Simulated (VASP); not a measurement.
Method: PBEsol GGA, VASP's PBE PAW potentials (set 64) (plane waves; VASP).

VASP ran on this input.

KPOINTS:
```
Regular mesh
0
gamma
 4 3 1
```

POSCAR:
```
KI(110) slab
24.8197730
  0.1999818767   0.0000000000   0.0000000000
  0.0000000000   0.2828170790   0.0000000000
  0.0000000000   0.0000000000   0.9999999889
K I
4 4
Cart
  0.0000000000   0.0000000000   0.3587186084
  0.0999909383   0.1414085395   0.4444057552
  0.0000000000   0.0000000000   0.5555942337
  0.0999909383   0.1414085395   0.6412813805
  0.0999909383   0.0000000000   0.4525323587
  0.0000000000   0.1414085395   0.3495755184
  0.0999909383   0.0000000000   0.6504244705
  0.0000000000   0.1414085395   0.5474676302
```

### INCAR
```
! general
SYSTEM  = KI(110) slab
PREC    = Normal
ENCUT   = 400
LREAL   = F
LASPH   = T

! electronic loop
EDIFF   = 1E-6
NELM    = 100
NELMIN  = 4
ALGO    = Normal
LMAXMIX = 4

! smearing
ISMEAR  = 0
SIGMA   = 0.05

! functional
GGA     = PS

! output
LWAVE   = F
LCHARG  = F
LORBIT  = 11
LVHAR   = T

! other
LDIPOL  = T
IDIPOL  = 3
DIPOL   = 0.5 0.5 0.5
```

POTCAR, in this order: K_sv I (PBE.64 set). Program: vasp_std. Read from the step before: WAVECAR.

Unless said otherwise, spin-orbit coupling is left out, though it shifts the bands of the heavy elements here.

Problem. What does the run give for the energy per atom (σ→0), band gap (on the k-mesh)?

Solution. 
The energy per atom (σ→0) is -2.805 eV/atom and the band gap (on the k-mesh) is 3.56 eV.

File OSZICAR:
```
       N       E                     dE             d eps       ncg     rms          rms(c)
DAV:   1    -0.224439598273E+02   -0.22444E+02   -0.47599E-04   492   0.827E-02    0.295E-02
DAV:   2    -0.224439479462E+02    0.11881E-04   -0.70452E-05   576   0.334E-02    0.120E-02
DAV:   3    -0.224439431975E+02    0.47486E-05   -0.76995E-06   464   0.111E-02    0.101E-02
DAV:   4    -0.224439406902E+02    0.25073E-05   -0.64932E-06   426   0.934E-03    0.414E-03
DAV:   5    -0.224439403798E+02    0.31041E-06   -0.12614E-06   376   0.406E-03
   1 F= -.22443940E+02 E0= -.22443940E+02  d E =-.160299E-10
```

The cell is a thin slab with vacuum, built from KI (rock salt): (110) face.
